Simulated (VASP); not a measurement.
# What goes wrong when the modes of GaSb are computed with a bad input, part 2 of 2

Some phonon runs on GaSb get a fault in the input on purpose. Which of them show, and how? The starting structure is a measured crystal structure from the Crystallography Open Database.

VASP 6.6.1.

Results so far: reference T2 224.7 cm⁻¹; finite displacements, else as the reference T2 225.2 cm⁻¹.

The database entry behind the starting cell differs from later determinations by our own check (about 0.4 % long), so it need not match the best structure at ambient conditions.

### 5. Modes with a structure that was not relaxed

Level of this step: LDA; plane waves and PAW (Sb, Ga_d) (VASP).

A slip made on purpose: a structure that was not relaxed. Against step 2 the input has another starting structure (also changed: NELM).

Input file INCAR:

```
SYSTEM = GaSb
PREC = Accurate
ENCUT = 450
EDIFF = 1E-08
NELM = 60
ISMEAR = 1
SIGMA = 0.15
LREAL = .FALSE.
ALGO = Normal
GGA = CA
NBANDS = 15
LORBIT = 11
LWAVE = .FALSE.
LCHARG = .FALSE.
KPAR = 4
IBRION = 8
ISIF = 2
```

Input file POSCAR:

```
GaSb
1.0
    0.0000000000      3.0590000000      3.0590000000
    3.0590000000      0.0000000000      3.0590000000
    3.0590000000      3.0590000000      0.0000000000
Sb Ga
1 1
Direct
    0.7500000000      0.7500000000      0.7500000000
    0.0000000000      0.0000000000      0.0000000000
```

Input file KPOINTS:

```
Automatic mesh
0
Gamma
12 12 12
0 0 0
```

PAW data sets: Sb and Ga_d (LDA family, release 64).

Run with:

```
$ mpirun -np 4 vasp_std
```

Output:

```text
[... set-up lines as in an earlier step ...]
 entering main loop
       N       E                     dE             d eps       ncg     rms          rms(c)
DAV:   1     0.791115757287E+02    0.79112E+02   -0.80878E+03  2168   0.134E+03
DAV:   2    -0.261571225905E+01   -0.81727E+02   -0.78889E+02  2524   0.288E+02
DAV:   3    -0.867318070619E+01   -0.60575E+01   -0.60436E+01  2601   0.659E+01
DAV:   4    -0.878184296425E+01   -0.10866E+00   -0.10865E+00  2585   0.101E+01
[...]
DAV:  12    -0.866490331841E+01    0.20892E-07   -0.21853E-07  2699   0.365E-03    0.914E-04
DAV:  13    -0.866490332940E+01   -0.10987E-07   -0.18313E-08  2570   0.114E-03    0.642E-04
DAV:  14    -0.866490332938E+01    0.26375E-10   -0.76059E-10  1661   0.379E-04
   1 F= -.86649033E+01 E0= -.86649637E+01  d E =0.181222E-03
 Linear response reoptimize wavefunctions to high precision
DAV:   1    -0.866490332936E+01    0.10914E-10   -0.33748E-10  1997   0.165E-04
 Linear response DOF=           2
 Linear response progress:
  Degree of freedom:   1/  2
[...]
RMM:   8    -0.265120924901E-01    0.30495E-06   -0.13006E-08 16854   0.523E-04    0.715E-05
RMM:   9    -0.265120779495E-01    0.14541E-07   -0.58909E-09 17589   0.203E-04    0.337E-05
RMM:  10    -0.265120759095E-01    0.20400E-08   -0.29208E-09 16945   0.851E-05    0.632E-06
 first order change of Fermi-energy   0.21378E-03
 force on displaced ion       1 direction 1 :  -7.539  -0.000  -0.000
 Linear response progress:
  Degree of freedom:   2/  2
       N       E                     dE             d eps       ncg     rms          rms(c)
RMM:   1    -0.168153226294E+00   -0.16815E+00    0.88296E-02 10426   0.838E+00
RMM:   2    -0.166880419825E+00    0.12728E-02   -0.28222E-02 15543   0.134E+00    0.399E-02
RMM:   3    -0.166897290241E+00   -0.16870E-04   -0.35666E-03 16062   0.435E-01    0.256E-02
RMM:   4    -0.166827405626E+00    0.69885E-04   -0.16430E-03 17767   0.211E-01    0.141E-02
[...]
RMM:  15    -0.166842255971E+00   -0.21333E-07   -0.53802E-08 17144   0.109E-04    0.246E-06
RMM:  16    -0.166842280256E+00   -0.24285E-07   -0.10142E-08 16795   0.928E-05    0.135E-06
RMM:  17    -0.166842277524E+00    0.27320E-08   -0.98132E-09 15159   0.838E-05    0.817E-07
 first order change of Fermi-energy   0.25053E-06
 force on displaced ion       2 direction 1 :  -7.551  -0.000  -0.000
 Linear response finished
```

Wall time 8.9 min (4 MPI ranks of AMD EPYC 7R43, shared host); peak memory 1.9 GiB; 35 min of CPU time.

OUTCAR, selected parts (step 5):

```text
  Total       -0.5796066     -0.5796066     -0.5796066     -0.0000000     -0.0000000      0.0000000
  in kB      -16.2209210    -16.2209210    -16.2209210     -0.0000000     -0.0000000      0.0000000
  external PRESSURE =     -16.2209210 kB  Pullay stress =       0.0000000 kB

 POSITION                                       TOTAL-FORCE (eV/Angst)
 -----------------------------------------------------------------------------------
      4.58850      4.58850      4.58850        -0.000000     -0.000000     -0.000000
      0.00000      0.00000      0.00000         0.000000      0.000000      0.000000
 -----------------------------------------------------------------------------------
    total drift:                                0.000000      0.000000     -0.000000

[... 1 part as in an earlier step ...]

[... 1 further part left out ...]
```

With a structure that was not relaxed the mode is T2 215.1 cm⁻¹, -9.6 cm⁻¹ from the reference.

### 6. Modes with a loose electronic threshold

A slip made on purpose: a loose electronic threshold. Against step 2 the input has EDIFF = 1E-04, IBRION = 6, NFREE = 2 and POTIM = 0.015 (also changed: NELM and NSW).

Edit INCAR of step 5 so:

```diff
@@ -3,3 +3,3 @@
 ENCUT = 450
-EDIFF = 1E-08
+EDIFF = 1E-04
 NELM = 60
@@ -15,3 +15,6 @@
 KPAR = 4
-IBRION = 8
+IBRION = 6
+NFREE = 2
+POTIM = 0.015
+NSW = 1
 ISIF = 2
```

Input file POSCAR:

```
GaSb
1.0
    0.0000000000      3.0269326157      3.0269326157
    3.0269326157      0.0000000000      3.0269326157
    3.0269326157      3.0269326157      0.0000000000
Sb Ga
1 1
Direct
    0.7500000000      0.7500000000      0.7500000000
    0.0000000000      0.0000000000      0.0000000000
```

KPOINTS is that of step 5.

Run with:

```
$ mpirun -np 4 vasp_std
```

Output:

```text
[... set-up lines as in an earlier step ...]
 entering main loop
       N       E                     dE             d eps       ncg     rms          rms(c)
[... 8 cycles as in an earlier step ...]
DAV:   9    -0.867348114602E+01   -0.77743E-04   -0.34337E-04  2515   0.164E-01
   1 F= -.86734811E+01 E0= -.86735565E+01  d E =0.226181E-03
[...]
2 F= -.86725461E+01 E0= -.86726186E+01  d E =0.217590E-03
[...]
3 F= -.86725458E+01 E0= -.86726184E+01  d E =0.217667E-03
[...]
4 F= -.86725551E+01 E0= -.86726276E+01  d E =0.217349E-03
[...]
5 F= -.86725538E+01 E0= -.86726262E+01  d E =0.217312E-03
 Finite differences progress:
  Degree of freedom:   2/  2
  Displacement:        2/  2
  Total:               4/  4
```

Run time: 3 min. Hardware: 4 MPI ranks; peak memory 1.4 GiB.

Parts of OUTCAR (step 6):

```text
  Total        0.0218530      0.0213265      0.0213265      0.0000000      0.1185441      0.0000000
  in kB        0.6312238      0.6160169      0.6160169      0.0000000      3.4241456      0.0000000
  external PRESSURE =       0.6210859 kB  Pullay stress =       0.0000000 kB

 POSITION                                       TOTAL-FORCE (eV/Angst)
 -----------------------------------------------------------------------------------
      4.54040      4.54040      4.54040        -0.126422      0.000000      0.000000
     -0.01500      0.00000      0.00000         0.126422      0.000000      0.000000
 -----------------------------------------------------------------------------------
    total drift:                                0.006002     -0.000000     -0.000000

  FREE ENERGIE OF THE ION-ELECTRON SYSTEM (eV)
  ---------------------------------------------------
  free  energy   TOTEN  =        -8.6725537653 eV

  energy  without entropy=       -8.6727710771  energy(sigma->0) =       -8.67262620

[... 2 parts as in an earlier step ...]

[... 1 further part left out ...]
[key lines of the parts left out:]
E-fermi :   5.0501
```

With a loose electronic threshold the mode is T2 227.8 cm⁻¹, +2.6 cm⁻¹ from finite displacements, else as the reference.

### 7. Modes with a displacement typed far too large

A slip made on purpose: a displacement typed far too large. Against step 2 the input has IBRION = 6, NFREE = 2 and POTIM = 0.25 (also changed: NELM and NSW).

Edit INCAR of step 6 so:

```diff
@@ -3,3 +3,3 @@
 ENCUT = 450
-EDIFF = 1E-04
+EDIFF = 1E-08
 NELM = 60
@@ -17,3 +17,3 @@
 NFREE = 2
-POTIM = 0.015
+POTIM = 0.25
 NSW = 1
```

POSCAR is that of step 6.

KPOINTS is that of step 6.

Run with:

```
$ mpirun -np 4 vasp_std
```

Output:

```text
[... set-up lines as in an earlier step ...]
 entering main loop
       N       E                     dE             d eps       ncg     rms          rms(c)
[... 13 cycles as in an earlier step ...]
   1 F= -.86734763E+01 E0= -.86735517E+01  d E =0.226213E-03
[...]
2 F= -.86725459E+01 E0= -.86726184E+01  d E =0.217564E-03
[...]
3 F= -.86725459E+01 E0= -.86726184E+01  d E =0.217567E-03
[...]
4 F= -.86725528E+01 E0= -.86726253E+01  d E =0.217569E-03
[...]
5 F= -.86725527E+01 E0= -.86726252E+01  d E =0.217566E-03
 Finite differences progress:
  Degree of freedom:   2/  2
  Displacement:        2/  2
  Total:               4/  4
```

Run time: 5.2 min. Hardware: 4 MPI ranks; peak memory 1.5 GiB; 20 min of CPU time.

OUTCAR, selected parts (step 7):

```text
[... 6 parts as in an earlier step ...]

[... 1 further part left out ...]
[key lines of the parts left out:]
E-fermi :   5.0499
```

With a displacement typed far too large the mode is T2 225.2 cm⁻¹, as with finite displacements, else as the reference.

### 8. Comparison

```csv
run,ended,T2,method,core minutes
reference,converged,224.7,perturbation theory,31.1
"finite displacements, else as the reference",converged,225.2,finite displacements,24.9
perturbation theory asked for with a meta-GGA,stopped by VASP,-,perturbation theory,14.1
a structure that was not relaxed,converged,215.1,perturbation theory,35.5
a loose electronic threshold,converged,227.8,finite displacements,11.8
a displacement typed far too large,converged,225.2,finite displacements,20.7
```

Modes are in cm⁻¹, degenerate ones as one, matched between runs by symmetry and order. A number in brackets counts the listed modes of one symmetry from the lowest. The symmetry labels come from an automatic analysis and can be wrong where levels nearly coincide. Core minutes are wall time times ranks of the run shown, on a shared host.

### 9. Outcome

```yaml
t2_reference: 224.7 cm⁻¹
t2_finite_displacements_else_as_the_reference: 225.2 cm⁻¹
t2_a_structure_that_was_not_relaxed: 215.1 cm⁻¹
t2_a_loose_electronic_threshold: 227.8 cm⁻¹
t2_a_displacement_typed_far_too_large: 225.2 cm⁻¹
run_with_perturbation_theory_asked_for_with_a_meta_gga: stopped by VASP
```

In words: VASP stopped by itself in the run with perturbation theory asked for with a meta-GGA. Finished, but with signs in the output that stand out against the reference: a structure that was not relaxed, with modes off by up to -10 cm⁻¹, in T2 (signs: a pressure of -1.6 GPa on the undisplaced cell); a loose electronic threshold, with modes off by up to +2.6 cm⁻¹, in T2 (signs: a pressure of 0.2 GPa on the undisplaced cell and a translation at -2 cm⁻¹ instead of zero). The displacement typed far too large never took effect: VASP put its default in its place. Runs with finite displacements are held against the sound run of that kind. The frequencies are harmonic, and the splitting of polar modes by their long-range field is left out. Further runs on this material are not shown.

[Lines on the potential files, build, host, timing and source positions are cut from VASP's logs without a mark.]

[Logs are printed without paths, hosts, clocks, repeated set-up lines and the standing remarks that a program may print on its own settings, such as how far it seeks lower states.]

[Hosts, paths, dates, database ids (printed as entryN), source tags and the programs' standing remarks are cut or masked in the printed files.]
